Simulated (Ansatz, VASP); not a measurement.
**Cross-check of Ru (Ruthenium) between VASP and Ansatz**

Aim: how closely do two programs agree when they are given the same cell, functional and k mesh? The cell is taken from a series of runs on this material, whose earlier steps may have relaxed, scaled, displaced or heated it; both programs get it as it stands.

Calculated with Ansatz 0.2.0; plane waves, with VASP 6.6.1 beside it; relaxation of cell and atoms at PBEsol.

### Step 1. Set-up

The structure is hexagonal, space group P6_3/mmc (No. 194). Conventional cell: a = 2.691 Å, b = 2.691 Å, c = 4.248 Å, α = 90.00°, β = 90.00°, γ = 120.00°. Ru has 12 Ru at 2.63 to 2.69 Å nearest.

### Step 2. Ansatz: relaxation of cell and atoms, PBEsol

Ansatz runs on its PAW soft_1 files.

The relaxed volume is the usual yardstick between codes: in a stiff, nearly cubic crystal its relative difference is about their pressure difference at one cell divided by the bulk modulus.

input.yaml reads:

```yaml
crystal:
  lattice:
    - [2.6911690491, 0.0, 0.0]
    - [-1.3455845246, 2.3306207624, 0.0]
    - [0.0, 0.0, 4.2481266197]
  atoms:
    - { symbol: Ru, position: [0.3333333333, 0.6666666667, 0.25] }
    - { symbol: Ru, position: [0.6666666667, 0.3333333333, 0.75] }
kpoints:
  mp_grid: { grid: [21, 21, 12] }
hamiltonian:
  xc: pbesol
  pseudopotentials: { kind: paw, azcp: { folder: soft_1 }, xc_functional: pbe }
scf:
  occupations: { method: methfessel_paxton, width: 0.2 }
output:
  forces: true
  stress: true
  eigenvalues: true
relax:
  adjacent_minimum: "off"
  f_tol: 0.001
  max_steps: 60
  cell: { stress_tol: 0.01 }
```

Launch:

```
ansatz run input.yaml --threads 4 --pin off --max-ram 15360MiB --backend cpu --events-out ev --progress --plain --runs-dir out
```

Numbers of over 12 decimals in the logs are rounded to 6 here.

The log of the run:

```text
Engine: ansatz 0.2.0, aarch64-unknown-linux-gnu
Pseudopotentials: kind: paw
Pseudopotential: Ru, paw, valence charge 16, recommended cutoff 420 eV (normal), soft_1/Ru.paw.azcp
Functional definition: PBEsol
  exchange = pbesol_x
  correlation = pbesol_c
Crystal: 2 atoms, lattice volume = 26.645 Å³
Basis set: ecut = 420 eV, 537 PW (Γ), exchange–correlation on 36×36×60 points (8 copies of the dense FFT grid, shifted against one another)
Bands: 20, of which v1, the nominal top of the filled ones, is band 16 counted from 1 (15 counted from 0)
Symmetry: 24 space group operations
Space group: P63/mmc (ITA 194), of the structure as read, at distance tolerance 3.0e-5 Å
k-points: 336 of 5292
Non-local potential: Ru, projectors of the file, l = 0: 3, l = 1: 2, l = 2: 2, l = 3: 1
PAW form: soft (Blöchl's): semilocal exchange-correlation on the pseudo side does not see the compensation charge
PAW frozen core: Ru, regenerated for the run's functional, and the local potential with it (the file was generated under x = pbe(κ = 0.804, μ = 0.219515), c = pbe(β = 0.066725))
PAW one-centre angular grid: Ru, 590 points (default); XC on 64 Gauss nodes
Initial density: superposition of atomic densities (chi_scale 0.1, normalization cell)
Initial wavefunctions: pseudopotential atomic-orbital guess
Functional: x = pbesol(κ = 0.804, μ = 0.123457), c = pbesol(β = 0.046)
SCF iter   1: F=—  HF=-11634.559009 eV  |F-HF|=—  |Δ(HF+E_count)|=         —  Δρ=1.31e-1  dr2=4.35e0  ethr=3.10e-3  ⟨swp⟩=5.0  Hψ=25731  notcnv=0
preconditioner: auto → none  [metal: Δε(μ)=0.002 eV  Ē_g=6.369 eV  σ=0.200 eV  W_gap=0.01  n_scr=8 (ndim 8)  ℏωp=28.8 eV  f_vac=0.000  D(μ)=1.52/eV (n_scr^D=22)  sad-step TF]
SCF iter   2: F=—  HF=-11633.500345 eV  |F-HF|=—  |Δ(HF+E_count)|=    1.06e0  S|Δr|=    0.00e0  Δρ=7.04e-2  dr2=1.24e0  ethr=3.10e-3  ⟨swp⟩=2.3  Hψ=13649  notcnv=0  defer=32
SCF iter   3: F=—  HF=-11633.092447 eV  |F-HF|=—  |Δ(HF+E_count)|=   4.08e-1  S|Δr|=    0.00e0  Δρ=3.86e-3  dr2=1.54e-3  ethr=3.10e-3  ⟨swp⟩=2.0  Hψ=10624  notcnv=0  defer=32
SCF iter   4: F=—  HF=-11633.094389 eV  |F-HF|=—  |Δ(HF+E_count)|=   1.94e-3  S|Δr|=    0.00e0  Δρ=3.34e-4  dr2=1.17e-5  ethr=4.83e-6  ⟨swp⟩=2.3  Hψ=14207  notcnv=0  defer=20
SCF iter   5: F=—  HF=-11633.094393 eV  |F-HF|=—  |Δ(HF+E_count)|=   3.62e-6  S|Δr|=    0.00e0  Δρ=1.10e-4  dr2=1.92e-6  ethr=3.66e-8  ⟨swp⟩=2.1  Hψ=11612  notcnv=0  defer=20
SCF iter   6: F=-11633.094392 eV  HF=-11633.094392 eV  |F-HF|=4.36e-8  |Δ(HF+E_count)|=   6.77e-7  S|Δr|=    0.00e0  Δρ=2.11e-5  dr2=5.87e-8  ethr=3.13e-10  ⟨swp⟩=3.4  Hψ=29818  notcnv=0
SCF 1 converged in 6 iterations: F = -11633.094392 eV  dr2 = 5.87e-8
  greatest PAW one-centre occupation: 1.000 electrons in one spin orbital (limit 2), on the Ru atom at site 1 (counted from 0), in its partial waves of l = 0
relax step   1: F+E_penalty+E_count = -11633.09439190 eV  Δ(F+E_penalty+E_count) = +0.000e0 eV  max|allowed force component| = 2.544e-17 eV/Å  Δτ_max = 0.0000 Å  P = -0.035 GPa  Ω = 26.645 Å³  (6 SCF iters, dr2 threshold 1.00e-7 eV, accepted)
[...]
relax step   2: F+E_penalty+E_count = -11633.09439965 eV  Δ(F+E_penalty+E_count) = -7.748e-6 eV  max|allowed force component| = 1.041e-17 eV/Å  Δτ_max = 0.0000 Å  P = +0.034 GPa  Ω = 26.640 Å³  energy of the carried Pulay correction = +7.460e-6 eV  (2 SCF iters, dr2 threshold 1.39e-8 eV, accepted)
[...]
relax step   3: F+E_penalty+E_count = -11633.09439622 eV  Δ(F+E_penalty+E_count) = +3.430e-6 eV  max|allowed force component| = 2.660e-17 eV/Å  Δτ_max = 0.0000 Å  P = -0.000 GPa  Ω = 26.642 Å³  energy of the carried Pulay correction = +3.642e-6 eV  (2 SCF iters, dr2 threshold 8.06e-9 eV, accepted)
[...]
relax step   4: F+E_penalty+E_count = -11633.09439173 eV  Δ(F+E_penalty+E_count) = +4.491e-6 eV  max|allowed force component| = 1.850e-17 eV/Å  Δτ_max = 0.0000 Å  P = -0.001 GPa  Ω = 26.642 Å³  stress off target by 5.68e-4 GPa  SCF on the basis re-selected at this cell (its energy is not comparable with the rows above)  (4 SCF iters)
basis re-selected at this cell: Δ(F+E_penalty+E_count) = +4.491e-6 eV, ΔP = -0.000 GPa vs the last step (what re-selecting the basis moved, of the pressure what is left beyond the Pulay correction that the steps carried, after the strain that the cell walked since its last selection, with what the two solves' SCF thresholds leave and, on support functions, any second-order correction that the steps lacked; it is no m [...]
SCF converged after 4 iterations
Stability not checked: this state was not tested for a lower state beside it, because cold or Methfessel-Paxton smearing, or corrected tetrahedra, fill the levels in a way that the test cannot read (fill_not_monotonic; see scf.lower_state_search)
Free energy (F): -11633.094392 eV
Harris-Foulkes:  -11633.094392 eV  (|F-HF|=1.82e-12)
Internal energy: -11633.092733 eV  (E = F + TS)
E sigma→0 (E₀):  -11633.093977 eV
Entropy (-TS):   -0.001659 eV (-0.829 meV/atom)
Fermi energy:    23.739073 eV
--- Per-component energies (eV) ---
  E_band       = -100.763019
  E_kinetic    = 921.621730
  E_local      = -2500.942052  (includes V_loc(G=0)·N_el)
  E_nonlocal   = 828.459722
  E_hartree    = 826.709828
  E_xc         = -338.993057
  E_vxc        = -430.104627  (∫ρ·V_xc dr)
  E_paw        = -6879.972896  (= ΣΔE_a)
  E_vpaw       = -573.218635  (= ΣTr[D̂ρ^β])
  E_aug_tail   = 0.001174  (compensation charges beyond the density's cutoff)
  E_ewald      = -4490.483777
  E_core_change = 0.506593  (= ΣΔE_core)
  E_smearing   = -0.001659  (= −TS)
  E_closure    = 0.000000  (closes the sum)
  Σ components = -11633.094392   (vs F -11633.094392, Δ=0.00e0)
--- Forces (eV/Å), atoms counted from 1 ---
  atom   1  Ru     0.00000000     0.00000000    -0.00000000
  atom   2  Ru    -0.00000000    -0.00000000     0.00000000
  max |Σ_I F_I| component: 4.63e-18 eV/Å
--- Stress (GPa, compression-positive) ---
       -0.000568       0.000000       0.000000
        0.000000      -0.000568      -0.000000
        0.000000      -0.000000      -0.000465
  P = ⅓ Tr σ = -0.0005 GPa (-0.005 kbar)
--- Band table (eV; the first three rows and the last of 336) ---
  k-point 0: bands = [... 12 lower, 21.2493, 21.7525, 21.7525, 22.2743, 22.2743, 24.9556, 24.9556, 25.0085]
  k-point 1: bands = [... 12 lower, 21.2080, 21.7030, 21.7030, 22.3917, 22.3917, 24.7384, 24.9626, 24.9626]
  k-point 2: bands = [... 12 lower, 21.0937, 21.5688, 21.5688, 22.6869, 22.6869, 24.0429, 24.9669, 24.9669]
  k-point 335: bands = [... 12 lower, 20.9272, 20.9272, 22.5023, 22.5023, 24.9933, 24.9933, 32.2929, 32.2929]
--- Relaxed structure (3 steps of the walk, 3 accepted, 1 SCFs on fresh bases) ---
  F+E_penalty+E_count = -11633.09439173 eV   max|allowed force component| = 1.850e-17 eV/Å   (the final SCF, on the basis selected at the relaxed cell)
  cell:  # Å, volume = 26.6422 Å³
    - [2.691193, 2.8867701363193824e-11, 0.0]
    - [-1.345596, 2.330641, 0.0]
    - [0.0, 0.0, 4.247657]
  atoms:
    - { symbol: Ru, position: [0.333333, 0.666667, 0.25] }
    - { symbol: Ru, position: [0.666667, 0.333333, 0.750000] }
```

### Step 3. VASP: relaxation of cell and atoms, PBEsol

The same cell, functional, mesh and smearing now go to VASP, with its own data sets.

Lines of VASP's logs that name or quote its potential files are left out, and so is its time.

INCAR reads:

```
SYSTEM = Ru
PREC = Accurate
ENCUT = 500
EDIFF = 1E-07
NELM = 120
ISMEAR = 1
SIGMA = 0.2
LREAL = .FALSE.
ALGO = Normal
GGA = PS
NBANDS = 20
LASPH = .TRUE.
LORBIT = 11
LWAVE = .FALSE.
LCHARG = .FALSE.
ISIF = 3
IBRION = 2
NSW = 80
EDIFFG = -0.005
GGA_COMPAT = .FALSE.
NELMIN = 4
```

POSCAR reads:

```
Ru
1.0
    2.6911690000      0.0000000000      0.0000000000
   -1.3455850000      2.3306210000      0.0000000000
    0.0000000000      0.0000000000      4.2481270000
Ru
2
Direct
    0.3333333664      0.6666667905      0.2500000000
    0.6666666998      0.3333334571      0.7500000000
```

KPOINTS reads:

```
Automatic mesh
0
Gamma
21 21 12
0 0 0
```

The projector-augmented-wave data sets are Ru_pv (PBE family, release 64).

Launch:

```
mpirun -np 1 vasp_std
```

The log of the run:

```text
[banner, memory and clock lines left out]
running    1 mpi-ranks, on    1 nodes
 distrk:  each k-point on    1 cores,    1 groups
 distr:  one band on    1 cores,    1 groups

 POSCAR found type information on POSCAR Ru
 POSCAR found :  1 types and       2 ions
|                                                                             |
|               ----> ADVICE to this user running VASP <----                  |
|                                                                             |
|     You enforced a specific xc type in the INCAR file but a different       |
|     [... a line on the potential file left out ...]
|     I HOPE YOU KNOW WHAT YOU ARE DOING!                                     |
|                                                                             |

 LDA part: xc-table for (Slater+PW92), standard interpolation
 POSCAR, INCAR and KPOINTS ok, starting setup
 FFT: planning ... GRIDC
 FFT: planning ... GRID_SOFT
 FFT: planning ... GRID
 WAVECAR not read
 entering main loop
       N       E                     dE             d eps       ncg     rms          rms(c)
DAV:   1     0.279505718401E+03    0.27951E+03   -0.17272E+04 13488   0.152E+03
DAV:   2    -0.160916547818E+02   -0.29560E+03   -0.28733E+03 13812   0.455E+02
DAV:   3    -0.218867588130E+02   -0.57951E+01   -0.57486E+01 15376   0.710E+01
DAV:   4    -0.219322213742E+02   -0.45463E-01   -0.45418E-01 17348   0.591E+00
DAV:   5    -0.219328793655E+02   -0.65799E-03   -0.65663E-03 15104   0.610E-01    0.202E+01
DAV:   6    -0.204413818247E+02    0.14915E+01   -0.34192E+00 15672   0.186E+01    0.527E+00
DAV:   7    -0.203509539642E+02    0.90428E-01   -0.62596E-01 15488   0.580E+00    0.982E-01
DAV:   8    -0.203429161299E+02    0.80378E-02   -0.25577E-02 15076   0.121E+00    0.430E-01
DAV:   9    -0.203411526872E+02    0.17634E-02   -0.30215E-03 15396   0.621E-01    0.503E-02
DAV:  10    -0.203411312913E+02    0.21396E-04   -0.20984E-04 15140   0.148E-01    0.247E-02
DAV:  11    -0.203411337011E+02   -0.24098E-05   -0.42803E-06 15768   0.198E-02    0.195E-03
DAV:  12    -0.203411336076E+02    0.93499E-07   -0.34689E-07 15004   0.545E-03
   1 F= -.20341134E+02 E0= -.20340582E+02  d E =-.203411E+02
 curvature:   0.00 expect dE= 0.000E+00 dE for cont linesearch  0.000E+00
 trial: gam= 0.00000 g(F)=  0.118E-41 g(S)=  0.303E-04 ort = 0.000E+00 (trialstep = 0.100E+01)
 search vector abs. value=  0.303E-04
 bond charge predicted
       N       E                     dE             d eps       ncg     rms          rms(c)
DAV:   1    -0.203420261295E+02   -0.89243E-03   -0.20350E-02 13756   0.159E+00    0.271E-01
DAV:   2    -0.203411130005E+02    0.91313E-03   -0.26078E-03 14160   0.498E-01    0.435E-02
DAV:   3    -0.203410899523E+02    0.23048E-04   -0.15373E-04 14868   0.109E-01    0.264E-02
DAV:   4    -0.203411017731E+02   -0.11821E-04   -0.93247E-06 15672   0.265E-02    0.352E-03
DAV:   5    -0.203411020002E+02   -0.22711E-06   -0.10374E-06 15376   0.969E-03    0.180E-03
DAV:   6    -0.203411018670E+02    0.13318E-06   -0.15227E-07  8764   0.373E-03    0.447E-04
DAV:   7    -0.203411018220E+02    0.45008E-07   -0.57780E-09  8164   0.649E-04
   2 F= -.20341102E+02 E0= -.20340549E+02  d E =0.317856E-04
 trial-energy change:    0.000032  1 .order    0.000032   -0.000030    0.000095
 step:   0.2469(harm=  0.2421)  dis= 0.00000  next Energy=   -20.341137 (dE=-0.375E-05)
 bond charge predicted
       N       E                     dE             d eps       ncg     rms          rms(c)
DAV:   1    -0.203416636086E+02   -0.56174E-03   -0.11566E-02 13792   0.120E+00    0.202E-01
DAV:   2    -0.203411523090E+02    0.51130E-03   -0.14829E-03 13732   0.375E-01    0.328E-02
DAV:   3    -0.203411366277E+02    0.15681E-04   -0.86621E-05 14704   0.818E-02    0.195E-02
DAV:   4    -0.203411373534E+02   -0.72575E-06   -0.53525E-06 15596   0.201E-02    0.266E-03
DAV:   5    -0.203411373716E+02   -0.18208E-07   -0.53433E-07 15140   0.701E-03
   3 F= -.20341137E+02 E0= -.20340585E+02  d E =-.376405E-05
 curvature:  -0.12 expect dE=-0.785E-07 dE for cont linesearch -0.627E-07
 trial: gam=-0.10933 g(F)=  0.292E-41 g(S)=  0.648E-06 ort = 0.397E-05 (trialstep = 0.849E+00)
 search vector abs. value=  0.144E-06
 reached required accuracy - stopping structural energy minimisation
```

Parts of OUTCAR (step 3):

```text
ion  position               nearest neighbor table
   1  0.333  0.667  0.250-   2 2.63   2 2.63   2 2.63   2 2.63   2 2.63   2 2.63
   2  0.667  0.333  0.750-   1 2.63   1 2.63   1 2.63   1 2.63   1 2.63   1 2.63

  LATTYP: Found a hexagonal cell.
 ALAT       =     2.6911690000
 C/A-ratio  =     1.5785433765

 Subroutine GETGRP returns: Found 24 space group operations
 (whereof 12 operations were pure point group operations)

The static configuration has the point symmetry D_3d.
 The point group associated with its full space group is D_6h.

 Found    336 irreducible k-points:

   k-points           NKPTS =    336   k-points in BZ     NKDIM =    336   number of bands    NBANDS=     20

   dimension x,y,z NGX =    20 NGY =   20 NGZ =   32
   dimension x,y,z NGXF=    40 NGYF=   40 NGZF=   64

   ENCUT  =  500.0 eV  36.75 Ry    6.06 a.u.   4.91  4.91  7.75*2*pi/ulx,y,z

   NELECT =      28.0000    total number of electrons

 k-points in reciprocal lattice and weights: Automatic mesh
   0.00000000  0.00000000  0.00000000       0.000
   0.04761905  0.00000000  0.00000000       0.001
   0.09523810  0.00000000  0.00000000       0.001
   0.14285714  0.00000000  0.00000000       0.001
   0.19047619  0.00000000  0.00000000       0.001
   0.23809524  0.00000000  0.00000000       0.001
   0.28571429  0.00000000  0.00000000       0.001
   0.33333333  0.00000000  0.00000000       0.001
   0.38095238  0.00000000  0.00000000       0.001
[...]
0.33333333  0.28571429  0.50000000       0.002
   0.33333333  0.33333333  0.50000000       0.000

 average (electrostatic) potential at core
       1 -66.8003       2 -66.8003

 E-fermi :  13.0676

 k-point     1 :       0.0000    0.0000    0.0000
  band No.  band energies     occupation
    ...
     11      10.5790      2.00000
     12      11.0830      2.00000
     13      11.0831      2.00000
     14      11.6043      2.00000
     15      11.6043      2.00000
     16      14.2828     -0.00000
     17      14.2828     -0.00000
     18      14.3421     -0.00000
     19      23.2717      0.00000
     20      23.3106      0.00000

 k-point     2 :       0.0476    0.0000    0.0000
  band No.  band energies     occupation
    ...
     11      10.7561      2.00000
     12      11.0434      2.00000
     13      11.1479      2.00000
     14      11.5210      2.00000
     15      11.5492      2.00000
     16      13.3240     -0.06997
     17      14.3181     -0.00000
     18      15.4148     -0.00000
     19      23.2706      0.00000
     20      23.3106      0.00000

 k-point     3 :       0.0952    0.0000    0.0000
  band No.  band energies     occupation
    ...
     12      11.0476      2.00000
     13      11.2248      2.00000
     14      11.3399      2.00000
     15      11.3981      2.00000
     16      12.5433      2.00132
     17      14.4116     -0.00000
     18      16.5871     -0.00000
     19      23.2661      0.00000
     20      23.3106      0.00000

  Total       -0.0008948     -0.0008948     -0.0050278      0.0000000      0.0000000     -0.0000000
  in kB       -0.0538253     -0.0538253     -0.3024355      0.0000000      0.0000000     -0.0000000
  external PRESSURE =      -0.1366954 kB  Pullay stress =       0.0000000 kB

  energy-cutoff  :      500.00
  volume of cell :       26.64
      direct lattice vectors                 reciprocal lattice vectors
     2.690906729  0.000000000 -0.000000000     0.371621948  0.214556086  0.000000000
    -1.345453864  2.330393867  0.000000000    -0.000000000  0.429112012  0.000000000
     0.000000000  0.000000000  4.247447103     0.000000000 -0.000000000  0.235435539

 POSITION                                       TOTAL-FORCE (eV/Angst)
 -----------------------------------------------------------------------------------
     -0.00000      1.55360      1.06186         0.000000      0.000000      0.000000
      1.34545      0.77680      3.18559        -0.000000     -0.000000      0.000000
 -----------------------------------------------------------------------------------
    total drift:                                0.000078     -0.000369     -0.000012

  FREE ENERGIE OF THE ION-ELECTRON SYSTEM (eV)
  ---------------------------------------------------
  free  energy   TOTEN  =       -20.3411373716 eV

  energy  without entropy=      -20.3394806406  energy(sigma->0) =      -20.34058513

 reached required accuracy - stopping structural energy minimisation

 total charge
# of ion       s       p       d       tot
------------------------------------------
    1        0.412   6.329   5.964  12.705
    2        0.412   6.329   5.964  12.705
--------------------------------------------------
tot          0.823  12.659  11.928  25.410

[... 3 further parts left out ...]
```

The run keeps the 24 symmetry operations of its start, so it cannot find a distortion of lower symmetry.

### Step 4. Differences

Known differences besides the potentials themselves: the data sets hold 32 valence electrons in Ansatz (on its PAW soft_1 files) and 28 in VASP; the cutoff is 420 eV in Ansatz and 500 eV in VASP; Ansatz makes its cores anew for this functional, VASP keeps those of its PBE data sets; Ansatz adds a Pulay correction to the stress that steers its cell, VASP none. Total energies have different zeros and are not compared.

The two programs side by side:

| quantity | Ansatz | VASP | difference |
| --- | --- | --- | --- |
| volume (Å³) | 26.64 | 26.64 | +0.03 % |
| edge a after relaxation, in the typed setting (Å) | 2.691 | 2.691 | +0.01 % |
| edge c after relaxation, in the typed setting (Å) | 4.248 | 4.247 | +0.01 % |

### Step 5. Outcome

- difference in volume (relaxation of cell and atoms, PBEsol): 0.026 %

In words: The difference in volume is 0.026 % (relaxation of cell and atoms, PBEsol), within the 1.2 % picked in this series as the mark of a large difference, as far as the stopping tolerances let one tell. The data sets hold unlike numbers of valence electrons (32 in Ansatz and 28 in VASP), so part of the differences comes from the potentials. Such differences can come from data sets, numerical settings and the points named under the comparisons, not from the functional's error against experiment.

[Lines on the potential files, build, host, timing and source positions are cut from VASP's logs without a mark.]

[Logs are printed without paths, hosts, clocks, repeated set-up lines and the standing remarks that a program may print on its own settings, such as how far it seeks lower states.]

[Hosts, paths, dates, database ids (printed as entryN), source tags and the programs' standing remarks are cut or masked in the printed files.]
